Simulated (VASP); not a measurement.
Given:

```xyz
2
Lattice="2.9900 0.0000 0.0000 0.0000 2.9900 0.0000 0.0000 0.0000 2.9900" Properties=species:S:1:pos:R:3 pbc="T T T"
Ti     0.0000     0.0000     0.0000
Co     1.4950     1.4950     1.4950
```

The numbers are results of PBE GGA, VASP's PBE PAW potentials (set 64) (plane waves; VASP), not measurements. Run with 520 eV cut-off, 11×11×11 Γ-centred mesh, first-order Methfessel-Paxton smearing of 0.10 eV, potentials Ti_sv Co.

Energy and stress use the plane-wave basis of the starting cell.

Q: The ions, cell shape and volume are relaxed. Which structure does the run end with?

A: 
```xyz
2
Lattice="2.9696 0.0000 0.0000 0.0000 2.9696 0.0000 0.0000 0.0000 2.9696" Properties=species:S:1:pos:R:3 pbc="T T T"
Ti     0.0000     0.0000     0.0000
Co     1.4848     1.4848     1.4848
```
Space group Pm-3m (221), at a tolerance of 0.03 Å.

Q: How do energy and volume change from the first to the last step?

A: The energy (σ→0) changes by -3.0 meV/atom and the volume by -2.0 %, in 3 ionic steps.

```tsv
step	E(σ→0) (eV)	max force (eV/Å)	pressure (GPa)	volume (Å³)
1	-15.6324	0.000	-3.50	26.73
2	-15.6313	0.000	4.16	25.62
3	-15.6384	0.000	0.03	26.19
```

The compound is TiCo in the CsCl type structure. This run relaxes it. Symmetry was kept, so distortions that lower it aren't found. The run is not spin-polarised, so no magnetic state was tried. The electron count is odd and the run is not spin-polarised, which forces a metal.
